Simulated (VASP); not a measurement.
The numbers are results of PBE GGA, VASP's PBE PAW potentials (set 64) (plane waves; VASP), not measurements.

VASP input:

KPOINTS:
```
Automatic mesh
0
Gamma
12 12 7
0 0 0
```

**POSCAR**
```
Hf
1.0
  1.5555070000  -2.8299640000   0.0000000000
  1.5555070000   2.8299640000   0.0000000000
  0.0000000000   0.0000000000   5.0645630000
Hf
2
Cart
  1.5555070000   0.9433232200   1.2661407500
  1.6156211235  -0.9433232200   3.7984222500
```

INCAR:
```
# general
SYSTEM  = Hf
PREC    = Accurate
ENCUT   = 575   # plane-wave cut-off (eV)
LREAL   = .FALSE.   # projection in real space or not
LASPH   = .TRUE.   # aspherical one-centre terms

# electronic loop
EDIFF   = 1E-6   # SCF stop (eV)
NELM    = 100   # most electronic steps
ALGO    = Normal
LMAXMIX = 6

# smearing
ISMEAR  = 1
SIGMA   = 0.1   # width (eV)

# functional
GGA     = PE   # PBE

# ions
ISIF    = 2   # forces and stress, cell fixed

# output
LWAVE   = .FALSE.
LCHARG  = .FALSE.
```

POTCAR, in this order: Hf_pv (PBE.64 set). Program: vasp_std.

Problem. What will the output report for the number of irreducible k-points (NKPTS), number of bands (NBANDS), largest plane-wave count, number of space-group operations, FFT grid (NGX, NGY, NGZ)?

Solution. 
| Quantity | Value |
|---|---|
| number of irreducible k-points (NKPTS) | 296 |
| number of bands (NBANDS) | 14 |
| largest plane-wave count | 1409 |
| number of space-group operations | 4 |
| FFT grid (NGX, NGY, NGZ) | 28 × 28 × 40 |

The compound is Hf in the hcp structure. The cell was not relaxed at this level, atoms are displaced from their ideal sites. The run is one of a series of settings (ENCUT = 575 against the base run), some of them coarse on purpose.
